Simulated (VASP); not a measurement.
Consider the following.

```xyz
5
Lattice="4.2992 0.0000 0.0000 0.0000 4.2992 0.0000 0.0000 0.0000 4.2992" Properties=species:S:1:pos:R:3 pbc="T T T"
Ba     0.0000     0.0000     0.0000
Zr     2.1496     2.1496     2.1496
O      2.1496     0.0000     2.1496
O      0.0000     2.1496     2.1496
O      2.1496     2.1496     0.0000
```

These are PBE GGA with D4 dispersion, VASP's PBE PAW potentials (set 64) (plane waves; VASP 6.6.1) values and carry that method's errors. Settings: 520 eV cut-off, 5×5×5 Γ-centred mesh, Gaussian smearing of 0.050 eV, potentials Ba_sv Zr_sv O.

### Question
Give the stress tensor in GPa (positive for a compressed cell).

### Answer

```
-7.90   0.00   0.00
 0.00  -7.90   0.00
 0.00   0.00  -7.90
```
The pressure is its mean diagonal, -7.90 GPa.

The compound is BaZrO3 in the cubic perovskite structure. This cell is one point of a volume scan, at 1.06 of the reference volume.
